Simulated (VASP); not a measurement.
An input for Ansatz (written as the equivalent of a VASP run, and not itself run):

Ansatz 0.2 input:
```yaml
crystal:
  lattice:
    - [3.8884023, 0.0000000, 0.0000000]
    - [-1.9442012, 3.3674546, 0.0000000]
    - [0.0000000, 0.0000000, 6.6978587]
  atoms:
    - { symbol: Ge, position: [1.0000000, 0.0000000, 1.0000000] }
    - { symbol: Ge, position: [1.0000000, 0.0000000, 0.5000000] }
    - { symbol: Se, position: [0.3333330, 0.6666670, 0.2500000] }
    - { symbol: Se, position: [0.6666670, 0.3333330, 0.7500000] }
kpoints:
  mp_grid: { grid: [8, 8, 4] }
hamiltonian:
  xc: pbesol
  pseudopotentials: { kind: paw }
scf:
  occupations: { method: methfessel_paxton, width: 0.1 }
  max_iter: 100
relax:
  max_steps: 60
  f_tol: 0.02
  cell: {}
output: { forces: true, stress: true, eigenvalues: true }
```

Translate this input to VASP (INCAR, KPOINTS, POSCAR, choice of POTCAR).

One answer among several that fit: 
KPOINTS:
```
Automatic mesh
0
Gamma
8 8 4
0 0 0
```

**INCAR**
```
SYSTEM = GeSe
PREC = Accurate; ENCUT = 400; LREAL = .False.
LASPH = .True.
EDIFF = 1E-6; NELM = 100; ALGO = Normal
LMAXMIX = 4
ISMEAR = 1; SIGMA = 0.1
GGA = PS
IBRION = 2; NSW = 60; ISIF = 3
EDIFFG = -0.02
LWAVE = .False.; LCHARG = .False.
```

**POSCAR**
```
GeSe
1
    3.8884023425     0.0000000000     0.0000000000
   -1.9442011713     3.3674546466     0.0000000000
   -0.0000000000    -0.0000000000     6.6978587221
Ge Se
2 2
Direct
  1.0000000000   0.0000000000   1.0000000000
  1.0000000000   0.0000000000   0.5000000000
  0.3333330000   0.6666670000   0.2500000000
  0.6666670000   0.3333330000   0.7500000000
```

POTCAR, in this order: Ge_d Se (PBE.64 set). Program: vasp_std.

The two are equivalent in intent, not identical: each code has its own PAW files, so the cut-off isn't converted (ENCUT is set for VASP's; basis.ecutwfc is left out, and Ansatz then takes the one that its files recommend); Ansatz stops its SCF on the density residual and VASP on the energy change (EDIFF).

The structure was generated: GeSe was put into the NiAs type type (P6_3/mmc), which need not be its known phase. This run relaxes it. Symmetry was kept, so distortions that lower it aren't found. The start is the result of an earlier pass.
